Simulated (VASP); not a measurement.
Lattice constant a of bcc metals: LDA against PBE

VASP (plane waves, PAW); cells keep the symmetry of their structure type. Static lattice, each level at its own minimum.

Here x stands for PBE a and y for LDA less PBE.

```
solid  PBE a (Å)  LDA less PBE (Å)  cut-off (eV)
-----  ---------  ----------------  ------------
W          3.185            -0.044           520
Ta         3.318            -0.062           520
Li         3.438            -0.075           520
Ba         5.035                 ?           520
K          5.287            -0.241           520
Rb         5.667            -0.283           520
Cs         6.162            -0.388           520
```

**Question.** Fit y against x with a straight line, and predict the withheld value at x = 5.035.

**Answer.** With u = x - 4.5, the rows have u = -1.3150, -1.1820, -1.0620, 0.7870, 1.1670, 1.6620. Means: u 0.0095000, y -0.1822. About the means, the sum of products is -0.94361 and the sum of squares of u is 8.9972; the slope is their ratio. Least squares gives y = -0.1812 - 0.10488·u. Residuals (row less fit): -0.0007, -0.0048, -0.0052, 0.0227, 0.0206, -0.0325; standard error 0.0226 (degrees of freedom: 4). The slope is -0.105 with a standard error of 0.0075. At the withheld row, u = 0.5350, so y = -0.1812 - 0.10488 × 0.5350 = -0.2373 Å. The calculation gives -0.263 Å, 0.0257 Å below the prediction (7.5 % of the range of y in the table). The row lies between fitted rows. From the scatter of the fitted rows alone, a prediction at this place has a standard error of 0.0248 Å, so the miss is 1.0 times that.

The rows are a random draw from the solids of this series computed here; series whose standard error about the line passes 12 to 30 % of the range of y, or with no trend, aren't shown in this form.
